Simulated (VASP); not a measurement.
Here is the system:

```
CdZnSSe
1.0
    3.96458     0.00000     0.00000
   -1.98229     3.43343     0.00000
    0.00000     0.00000     6.64650
Zn Cd Se S
1 1 1 1
Direct
  0.33333   0.66667   0.98867
  0.00000   0.00000   0.51954
  0.33333   0.66667   0.35086
  0.00000   0.00000   0.89292
```

Computed with LDA (Ceperley-Alder, Perdew-Zunger), VASP's LDA PAW potentials (set 64) (plane waves; VASP). Run with 400 eV cut-off, 7×7×4 Γ-centred mesh, tetrahedra with Blöchl corrections, potentials Zn Cd Se S.

The cores are frozen, which limits the accuracy of field gradients.

Q: Give the principal components of the electric field gradient (V/Å²) and the asymmetry η at each nucleus.

A: 
```tsv
atom	Vxx	Vyy	Vzz	η
Zn1	0.7	0.7	-1.3	0.00
Cd2	9.9	9.9	-19.8	0.00
Se3	-46.1	-46.1	92.1	0.00
S4	8.2	8.1	-16.3	0.00
```

The structure comes from a computed database's ZnCdSeS entry (P3m1); how it stands against other phases isn't given here. It was relaxed first, which changed the volume by -9 %.
